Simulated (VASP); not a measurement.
Output of a VASP run:

**OSZICAR**
```
       N       E                     dE             d eps       ncg     rms          rms(c)
DAV:   1     0.350610600982E+03    0.35061E+03   -0.18042E+04   216   0.148E+03
DAV:   2     0.427183111388E+02   -0.30789E+03   -0.30203E+03   242   0.286E+02
DAV:   3    -0.105176603896E+01   -0.43770E+02   -0.43328E+02   250   0.118E+02
DAV:   4    -0.285639752770E+01   -0.18046E+01   -0.17983E+01   240   0.269E+01
DAV:   5    -0.291949520818E+01   -0.63098E-01   -0.63086E-01   318   0.529E+00    0.321E+00
DAV:   6    -0.251946042089E+01    0.40003E+00   -0.76905E-01   222   0.414E+00    0.205E+00
DAV:   7    -0.246401618857E+01    0.55444E-01   -0.33772E-01   242   0.237E+00    0.976E-01
DAV:   8    -0.246209068702E+01    0.19255E-02   -0.45213E-02   230   0.143E+00    0.197E-01
DAV:   9    -0.246137596534E+01    0.71472E-03   -0.70336E-03   256   0.521E-01    0.877E-02
DAV:  10    -0.246146816858E+01   -0.92203E-04   -0.80108E-04   226   0.169E-01    0.525E-02
DAV:  11    -0.246152804990E+01   -0.59881E-04   -0.17966E-04   244   0.104E-01    0.901E-03
DAV:  12    -0.246153229315E+01   -0.42433E-05   -0.19446E-05   264   0.373E-02    0.486E-03
DAV:  13    -0.246153218828E+01    0.10488E-06   -0.20452E-06   180   0.119E-02
   1 F= -.24615322E+01 E0= -.24615322E+01  d E =-.246153E+01
       N       E                     dE             d eps       ncg     rms          rms(c)
DAV:   1    -0.257178743849E+01   -0.11026E+00   -0.21347E+00   236   0.121E+01    0.167E+00
DAV:   2    -0.248833949231E+01    0.83448E-01   -0.15519E-01   236   0.322E+00    0.686E-01
DAV:   3    -0.246975687056E+01    0.18583E-01   -0.61968E-02   254   0.186E+00    0.290E-01
DAV:   4    -0.246908150245E+01    0.67537E-03   -0.13076E-03   216   0.241E-01    0.196E-01
DAV:   5    -0.246873284925E+01    0.34865E-03   -0.73941E-04   282   0.195E-01    0.477E-02
DAV:   6    -0.246872362118E+01    0.92281E-05   -0.79348E-05   232   0.836E-02    0.136E-02
DAV:   7    -0.246872686672E+01   -0.32455E-05   -0.54597E-06   230   0.148E-02    0.482E-03
DAV:   8    -0.246872672843E+01    0.13829E-06   -0.57357E-07   130   0.491E-03
   2 F= -.24687267E+01 E0= -.24687267E+01  d E =-.719454E-02
       N       E                     dE             d eps       ncg     rms          rms(c)
DAV:   1    -0.248571214466E+01   -0.16985E-01   -0.34036E-01   240   0.492E+00    0.662E-01
DAV:   2    -0.247251307120E+01    0.13199E-01   -0.24294E-02   234   0.128E+00    0.274E-01
DAV:   3    -0.246954922145E+01    0.29638E-02   -0.99153E-03   252   0.750E-01    0.114E-01
DAV:   4    -0.246945870289E+01    0.90519E-04   -0.20565E-04   216   0.964E-02    0.797E-02
DAV:   5    -0.246941471669E+01    0.43986E-04   -0.11672E-04   272   0.777E-02    0.191E-02
DAV:   6    -0.246941512695E+01   -0.41026E-06   -0.14182E-05   232   0.352E-02    0.510E-03
DAV:   7    -0.246941682170E+01   -0.16948E-05   -0.75993E-07   126   0.608E-03    0.178E-03
DAV:   8    -0.246941685578E+01   -0.34074E-07   -0.17081E-07   110   0.452E-03
   3 F= -.24694169E+01 E0= -.24694169E+01  d E =-.788467E-02
```

File OUTCAR:
```
------------------------ aborting loop because EDIFF is reached ----------------------------------------
  FORCE on cell =-STRESS in cart. coord.  units (eV):
  Direction    XX          YY          ZZ          XY          YZ          ZX
  --------------------------------------------------------------------------------------
  Total       -0.0054989     -0.0054989     -0.0054989     -0.0000000      0.0000000     -0.0000000
  in kB       -0.0338961     -0.0338961     -0.0338961     -0.0000000      0.0000000     -0.0000000
  external PRESSURE =      -0.0338961 kB  Pullay stress =       0.0000000 kB
  volume of cell :      259.92
      direct lattice vectors                 reciprocal lattice vectors
     6.381841720  0.000000000  0.000000000     0.156694579 -0.000000000  0.000000000
     0.000000000  6.381841720  0.000000000    -0.000000000  0.156694579  0.000000000
    -0.000000000 -0.000000000  6.381841720    -0.000000000 -0.000000000  0.156694579
 POSITION                                       TOTAL-FORCE (eV/Angst)
 -----------------------------------------------------------------------------------
      0.00000      0.00000      0.00000         0.000000      0.000000      0.000000
      3.19092      3.19092      3.19092        -0.000000     -0.000000      0.000000
      3.19092     -0.00000      3.19092         0.000000      0.000000      0.000000
     -0.00000      3.19092      3.19092         0.000000      0.000000      0.000000
      3.19092      3.19092      0.00000         0.000000      0.000000      0.000000
 -----------------------------------------------------------------------------------
    total drift:                                0.000000     -0.000000     -0.000000
  FREE ENERGIE OF THE ION-ELECTRON SYSTEM (eV)
  ---------------------------------------------------
  free  energy   TOTEN  =        -2.4694168558 eV

  energy  without entropy=       -2.4694168558  energy(sigma->0) =       -2.46941686

 reached required accuracy - stopping structural energy minimisation
```
(Selected blocks of OUTCAR.)

**POSCAR**
```
CsSnI3
1
    6.4356560909     0.0000000000    -0.0000000000
    0.0000000000     6.4356560909     0.0000000000
   -0.0000000000     0.0000000000     6.4356560909
Cs Sn I
1 1 3
Direct
  0.0000000000   0.0000000000   0.0000000000
  0.5000000000   0.5000000000   0.5000000000
  0.5000000000   0.0000000000   0.5000000000
  0.0000000000   0.5000000000   0.5000000000
  0.5000000000   0.5000000000   0.0000000000
```

Task: Reconstruct the remaining input files.

Result: Several could match; the one computed here: the input of the run itself, vdW-DF2, plane waves, VASP's PBE PAW potentials (set 64).

### KPOINTS
```
Automatic mesh
0
G
3 3 3
0 0 0
```

### INCAR
```
SYSTEM = CsSnI3
PREC = Accurate
ENCUT = 520
EDIFF = 1E-6
NELM = 100
ALGO = Normal
LREAL = .FALSE.
LASPH = .TRUE.
ISMEAR = 0
SIGMA = 0.05
GGA = ML
ZAB_VDW = -1.8867
LUSE_VDW = .TRUE.
AGGAC = 0.0
LMAXMIX = 4
LWAVE = .FALSE.
LCHARG = .FALSE.
IBRION = 2
ISIF = 3
NSW = 60
EDIFFG = -0.02
```

POTCAR, in this order: Cs_sv Sn_d I (PBE.64 set). Program: vasp_std.

Energy and stress use the plane-wave basis of the starting cell.

The compound is CsSnI3 in the cubic perovskite structure, the ideal cubic form; the compound distorts at low or room temperature. This run relaxes it. Symmetry was kept, so distortions that lower it aren't found. The start is the result of an earlier pass.
